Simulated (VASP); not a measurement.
Consider the following.

```
Nb
1.0
   -1.65000     1.65000     1.65000
    1.65000    -1.65000     1.65000
    1.65000     1.65000    -1.65000
Nb
1
Direct
  0.00000   0.00000   0.00000
```

Method: PBE GGA, VASP's PBE PAW potentials (set 64) (plane waves; VASP). Numerical set-up: 400 eV cut-off, 11×11×11 Γ-centred mesh, first-order Methfessel-Paxton smearing of 0.10 eV, potentials Nb_sv.

Gaps are read on the run's mesh, which can miss a band edge.

**Question.** Estimate the energy per atom (σ→0), pressure, band gap (on the k-mesh) with the smallest direct gap where there is one.

**Answer.** 
| Quantity | Value |
|---|---|
| band gap (on the k-mesh) | none (metal, semimetal or under 0.01 eV) |
| energy per atom (σ→0) | -10.203 eV/atom |
| pressure | 15.4 kbar |

The compound is Nb in the bcc structure. The cell was not relaxed at this level. The run is one of a series of settings (KPOINTS 11×11×11 Γ-centred mesh against the base run), some of them coarse on purpose.
